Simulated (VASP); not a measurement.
Crystal: GaBiSe3.

```
Ga Bi Se
1.0
     6.83962    0.00000    0.00000
    -3.41981    5.92328    0.00000
     0.00000    0.00000    6.36844
Ga Bi Se
2 2 6
Direct
  0.00000 0.00000 0.00000
  0.00000 0.00000 0.50000
  0.33333 0.66667 0.75000
  0.66667 0.33333 0.25000
  0.80801 0.61602 0.75000
  0.61602 0.80801 0.25000
  0.38398 0.19199 0.75000
  0.19199 0.38398 0.25000
  0.19199 0.80801 0.25000
  0.80801 0.19199 0.75000
```

The cell was built by a generator and needn't be a form met in nature.

| Item | Value |
| --- | --- |
| Program | VASP 6.6.1 |
| Task | relaxation of cell and atoms |
| Functional | PBE |
| Potentials or basis | VASP PAW PBE potentials, release 64 (Ga_d, Bi_d, Se) |
| Cutoff | 520 eV |
| k mesh | 3 × 3 × 2 |
| Occupations | gaussian, width 0.15 eV |
| Spin | no spin polarisation |

At the start: pressure -3.9 GPa; volume 25.80 Å³/atom.

Where does the relaxation end?

Over 19 steps the energy falls by 141.6 meV/atom and the volume is 24.69 Å³/atom (-4.3 %); space group P6_3/mmc (No. 194, to 0.05 Å).

The path:
| step | energy change (eV) | largest force (eV/Å) | pressure (GPa) | volume (Å³) |
| --- | --- | --- | --- | --- |
| 1 | 0.0000 | 1.1344 | -3.89 | 258.00 |
| 2 | -0.7104 | 1.2113 | 0.35 | 235.30 |
| 3 | -0.7728 | 0.9995 | 3.05 | 226.58 |
| 4 | -1.1228 | 0.0654 | 4.12 | 227.70 |
| 5 | -1.1274 | 0.0779 | 4.26 | 227.84 |
| 6 | -1.3163 | 0.1718 | -1.62 | 251.04 |
| 7 | -1.3435 | 0.1089 | -0.30 | 244.73 |
| 8 | -1.3434 | 0.1139 | 0.05 | 244.13 |
| 9 | -1.3520 | 0.0300 | -0.03 | 244.50 |
| 10 | -1.3630 | 0.0545 | 0.06 | 245.17 |
| 11 | -1.3695 | 0.2701 | 0.34 | 246.42 |
| 12 | -1.3709 | 0.1922 | 0.25 | 245.99 |
| 13 | -1.3783 | 0.1884 | 0.00 | 246.76 |
| 14 | -1.3922 | 0.1763 | -0.31 | 249.05 |
| 15 | -1.3730 | 0.1773 | -0.85 | 253.42 |
| 16 | -1.3938 | 0.1828 | -0.50 | 249.94 |
| 17 | -1.4055 | 0.1652 | -0.29 | 248.74 |
| 18 | -1.4125 | 0.1316 | 0.04 | 246.84 |
| 19 | -1.4164 | 0.0338 | -0.12 | 246.94 |

Final structure:
```cif
data_structure
_symmetry_space_group_name_H-M 'P 1'
_symmetry_Int_Tables_number 1
_cell_length_a 6.4075
_cell_length_b 6.4075
_cell_length_c 6.9450
_cell_angle_alpha 90.000
_cell_angle_beta 90.000
_cell_angle_gamma 120.000
_cell_volume 246.94
loop_
_atom_site_label
_atom_site_type_symbol
_atom_site_fract_x
_atom_site_fract_y
_atom_site_fract_z
_atom_site_occupancy
Ga1 Ga 0.00000 0.00000 0.00000 1
Ga2 Ga 0.00000 0.00000 0.50000 1
Bi1 Bi 0.33333 0.66667 0.75000 1
Bi2 Bi 0.66667 0.33333 0.25000 1
Se1 Se 0.82573 0.65146 0.75000 1
Se2 Se 0.65146 0.82573 0.25000 1
Se3 Se 0.34854 0.17427 0.75000 1
Se4 Se 0.17427 0.34854 0.25000 1
Se5 Se 0.17427 0.82573 0.25000 1
Se6 Se 0.82573 0.17427 0.75000 1
```

Caveat: the k mesh is coarse (spacing up to 0.49 Å⁻¹), so the values aren't converged.
